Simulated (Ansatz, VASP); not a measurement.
# Two plane-wave programs on RbNa2NiO2

INCAR

```
  PREC = Accurate
  ENCUT = 520
  EDIFF = 1E-7
  ISMEAR = -1
  SIGMA = 0.05
  LREAL = F
  LASPH = T
  NELM = 150
  ALGO = Normal
  ISIF = 2
  LWAVE = F
  LCHARG = F
  ISPIN = 2
  MAGMOM = 0 1 0 0 0 0
  LORBIT = 11
  LMAXMIX = 4
  GGA = PE
  NBANDS = 36
```

File KPOINTS:

```
Automatic mesh
0
Gamma
  8 8 8
```

POSCAR

```
RbNa2NiO2
1.0
   -2.2761741189      2.2761741189      4.7561648419
    2.2761741189     -2.2761741189      4.7561648419
    2.2761741189      2.2761741189     -4.7561648419
Rb Ni Na O
1 1 2 2
Direct
    0.0000000000      0.0000000000      0.0000000000
    0.5000000000      0.5000000000      0.0000000000
    0.7500000000      0.2500000000      0.5000000000
    0.2500000000      0.7500000000      0.5000000000
    0.3171210000      0.3171210000      0.0000000000
    0.6828790000      0.6828790000      0.0000000000
```

File input.yaml:

```yaml
crystal:
  lattice:
    - [-2.2761741189, 2.2761741189, 4.7561648419]
    - [2.2761741189, -2.2761741189, 4.7561648419]
    - [2.2761741189, 2.2761741189, -4.7561648419]
  atoms:
    - { symbol: Rb, position: [0.0, 0.0, 0.0] }
    - { symbol: Ni, position: [0.5, 0.5, 0.0], spin: 1.0 }
    - { symbol: Na, position: [0.75, 0.25, 0.5] }
    - { symbol: Na, position: [0.25, 0.75, 0.5] }
    - { symbol: O, position: [0.317121, 0.317121, 0.0] }
    - { symbol: O, position: [0.682879, 0.682879, 0.0] }
hamiltonian:
  xc: pbe
  pseudopotentials: { kind: paw }
magnetization:
  spin_polarized: true
kpoints:
  mp_grid: { grid: [8, 8, 8] }
scf:
  occupations: { method: fermi_dirac, width: 0.05 }
output:
  forces: true
  stress: true
  eigenvalues: true
  write_density: true
  write_potential: true
  elf: true
  volumetric_format: npy
```

Change from the starting cell: volume scaled by 0.94.

Alike in both runs: task single point; functional PBE; k mesh 8 × 8 × 8; occupations fermi-dirac, width 0.05 eV; collinear spin, ferromagnetic start.

|  | VASP | Ansatz |
| --- | --- | --- |
| version | VASP 6.6.1 | Ansatz 0.2.0 |
| potentials or method | VASP PAW PBE potentials, release 64 (Rb_sv, Ni, Na_pv, O) | Ansatz PAW |
| plane-wave cutoff (eV) | 520 | 420 |
| valence electrons in the cell | 45 | 57 |

|  | VASP | Ansatz | Ansatz less VASP |
| --- | --- | --- | --- |
| gap on the k mesh at the Fermi level (eV) | none | none | - |
| pressure (GPa) | 4.1 | 4.0 | -0.12 |
| largest component of the traceless stress (GPa) | 2.08 | 1.82 | -0.254 |
| rms of the force components (eV/Å) | 0.237 | 0.219 | -0.0180 |
| net moment per atom (μB) | 0.17 | 0.17 | 0.000 |
| size of the moment on the site where the two differ most (μB) | 0.74 | 0.71 | -0.031 |

Site moments also hang on the region over which each program counts them. Atom by atom the forces differ by 0.018 eV/Å (rms over components). A gap of «none» marks a metal or a gap that the smearing closes. The two sets of potentials don't hold the same shells in valence.

Caveats: a cell with one magnetic atom can't hold antiferromagnetic order, which such compounds often take; semilocal functionals often make such compounds metallic where correlation or magnetic order opens a gap, which also shifts bond lengths.
